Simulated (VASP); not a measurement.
Output of a VASP run:

**OSZICAR**
```
...
DAV:   9    -0.922408106017E+02   -0.23798E-05   -0.14051E-05  1202   0.257E-02
   3 F= -.92240811E+02 E0= -.92238698E+02  d E =-.233405E+00
       N       E                     dE             d eps       ncg     rms          rms(c)
DAV:   1    -0.922501177762E+02   -0.93096E-02   -0.41905E+00  1824   0.905E+00    0.368E-01
DAV:   2    -0.922530809971E+02   -0.29632E-02   -0.37567E-02  2810   0.140E+00    0.389E-01
DAV:   3    -0.922528387203E+02    0.24228E-03   -0.18164E-02  3290   0.775E-01    0.359E-01
DAV:   4    -0.922517060989E+02    0.11326E-02   -0.46671E-03  3298   0.423E-01    0.227E-01
DAV:   5    -0.922521576778E+02   -0.45158E-03   -0.48466E-03  3088   0.391E-01    0.213E-01
DAV:   6    -0.922514534323E+02    0.70425E-03   -0.44285E-03  3286   0.396E-01    0.249E-02
DAV:   7    -0.922514553437E+02   -0.19114E-05   -0.16350E-04  2408   0.873E-02    0.170E-02
DAV:   8    -0.922514541275E+02    0.12161E-05   -0.12651E-05  1238   0.184E-02
   4 F= -.92251454E+02 E0= -.92249282E+02  d E =-.106435E-01
       N       E                     dE             d eps       ncg     rms          rms(c)
DAV:   1    -0.922520712538E+02   -0.61591E-03   -0.41395E-01  1824   0.285E+00    0.119E-01
DAV:   2    -0.922523829350E+02   -0.31168E-03   -0.37861E-03  2808   0.444E-01    0.125E-01
DAV:   3    -0.922523591112E+02    0.23824E-04   -0.20169E-03  3288   0.257E-01    0.117E-01
DAV:   4    -0.922522385063E+02    0.12060E-03   -0.50207E-04  3192   0.137E-01    0.725E-02
DAV:   5    -0.922522881309E+02   -0.49625E-04   -0.48666E-04  3080   0.123E-01    0.661E-02
DAV:   6    -0.922522197525E+02    0.68378E-04   -0.44015E-04  3284   0.125E-01    0.779E-03
DAV:   7    -0.922522197051E+02    0.47335E-07   -0.13362E-05  1174   0.283E-02
   5 F= -.92252220E+02 E0= -.92250049E+02  d E =-.114091E-01
       N       E                     dE             d eps       ncg     rms          rms(c)
DAV:   1    -0.922562670357E+02   -0.40473E-02   -0.19140E+00  1824   0.612E+00    0.245E-01
DAV:   2    -0.922577468425E+02   -0.14798E-02   -0.15953E-02  2684   0.104E+00    0.303E-01
DAV:   3    -0.922571547339E+02    0.59211E-03   -0.11823E-02  3288   0.664E-01    0.266E-01
DAV:   4    -0.922566555680E+02    0.49917E-03   -0.13494E-03  3240   0.247E-01    0.203E-01
DAV:   5    -0.922566827745E+02   -0.27207E-04   -0.81520E-04  3048   0.155E-01    0.132E-01
DAV:   6    -0.922565205814E+02    0.16219E-03   -0.15942E-03  3080   0.228E-01    0.404E-02
DAV:   7    -0.922565013174E+02    0.19264E-04   -0.19506E-04  2982   0.896E-02    0.345E-02
DAV:   8    -0.922564977303E+02    0.35871E-05   -0.13395E-05  1154   0.312E-02
   6 F= -.92256498E+02 E0= -.92254346E+02  d E =-.427803E-02
       N       E                     dE             d eps       ncg     rms          rms(c)
DAV:   1    -0.922573906168E+02   -0.88930E-03   -0.83619E-01  1824   0.404E+00    0.170E-01
DAV:   2    -0.922580319769E+02   -0.64136E-03   -0.65035E-03  2676   0.677E-01    0.191E-01
DAV:   3    -0.922578907923E+02    0.14118E-03   -0.53551E-03  3296   0.460E-01    0.183E-01
DAV:   4    -0.922575802358E+02    0.31056E-03   -0.85231E-04  3284   0.192E-01    0.123E-01
DAV:   5    -0.922575948111E+02   -0.14575E-04   -0.39253E-04  3040   0.108E-01    0.773E-02
DAV:   6    -0.922575311688E+02    0.63642E-04   -0.60414E-04  3088   0.142E-01    0.219E-02
DAV:   7    -0.922575255451E+02    0.56238E-05   -0.57654E-05  2106   0.526E-02
   7 F= -.92257526E+02 E0= -.92255399E+02  d E =-.530584E-02
```

### OUTCAR
```
------------------------ aborting loop because EDIFF is reached ----------------------------------------
  FORCE on cell =-STRESS in cart. coord.  units (eV):
  Direction    XX          YY          ZZ          XY          YZ          ZX
  --------------------------------------------------------------------------------------
  Total       -2.9814878     -7.6033664     -0.3171011      0.0000000      0.0000000     -0.0000000
  in kB      -16.6007173    -42.3350170     -1.7655971      0.0000000      0.0000000     -0.0000000
  external PRESSURE =     -20.2337772 kB  Pullay stress =       0.0000000 kB
  volume of cell :      287.75
      direct lattice vectors                 reciprocal lattice vectors
     4.306385195  0.000000000  0.000000000     0.232213319  0.000000000  0.000000000
     0.000000000  2.731062902  0.000000000     0.000000000  0.366157806  0.000000000
     0.000000000  0.000000000 24.466519120     0.000000000  0.000000000  0.040872181
 POSITION                                       TOTAL-FORCE (eV/Angst)
 -----------------------------------------------------------------------------------
      1.07660      1.36553      9.06179        -0.000000      0.000000      0.023057
      3.22979      2.73106      8.41786         0.000000      0.000000      0.011942
      1.07660      0.00000     11.41135         0.000000      0.000000      0.005329
      3.22979      1.36553     10.64487         0.000000      0.000000     -0.014066
      1.07660      1.36553     13.82165         0.000000     -0.000000      0.014066
      3.22979      0.00000     13.05517        -0.000000      0.000000     -0.005329
      1.07660      0.00000     16.04866         0.000000      0.000000     -0.011942
      3.22979      1.36553     15.40473         0.000000     -0.000000     -0.023057
 -----------------------------------------------------------------------------------
    total drift:                                0.000000     -0.000000      0.000000
  FREE ENERGIE OF THE ION-ELECTRON SYSTEM (eV)
  ---------------------------------------------------
  free  energy   TOTEN  =       -92.2575255451 eV

  energy  without entropy=      -92.2511469282  energy(sigma->0) =      -92.25539934

 reached required accuracy - stopping structural energy minimisation
```
(Selected blocks of OUTCAR.)

File POSCAR:
```
Os(100) slab
1
    4.3063851953     0.0000000000     0.0000000000
    0.0000000000     2.7310629019     0.0000000000
    0.0000000000     0.0000000000    24.4665191204
Os
8
Direct
  0.2500000000   0.5000000000   0.3711070000
  0.7500000000   0.0000000000   0.3388840000
  0.2500000000   0.0000000000   0.4677770000
  0.7500000000   0.5000000000   0.4355540000
  0.2500000000   0.5000000000   0.5644460000
  0.7500000000   0.0000000000   0.5322230000
  0.2500000000   0.0000000000   0.6611160000
  0.7500000000   0.5000000000   0.6288930000
```

Q: Write an INCAR and KPOINTS that could have produced this output.

A: This is not unique; one that fits is the input of the run itself, PBEsol GGA, plane waves, VASP's PBE PAW potentials (set 64).

INCAR:
```
! general
SYSTEM  = Os(100) slab
PREC    = Normal
ENCUT   = 400   ! plane-wave cut-off (eV)
LREAL   = .FALSE.   ! projection in real space or not
LASPH   = .TRUE.

! electronic loop
EDIFF   = 1E-5
NELM    = 100
NELMIN  = 4
ALGO    = Normal   ! blocked Davidson
LMAXMIX = 6

! smearing
ISMEAR  = 1
SIGMA   = 0.1

! functional
GGA     = PS   ! PBEsol

! ions
IBRION  = 2
NSW     = 50   ! most ionic steps
ISIF    = 2   ! forces and stress, cell fixed
EDIFFG  = -0.03   ! ionic stop

! output
LWAVE   = .TRUE.
LCHARG  = .FALSE.

! other
LDIPOL  = .TRUE.
IDIPOL  = 3
DIPOL   = 0.5 0.5 0.5
```

File KPOINTS:
```
Automatic mesh
0
Gamma
7 10 1
0 0 0
```

POTCAR, in this order: Os (PBE.64 set). Program: vasp_std.

The cell is a thin slab with vacuum, built from Os (hcp): (100) face.
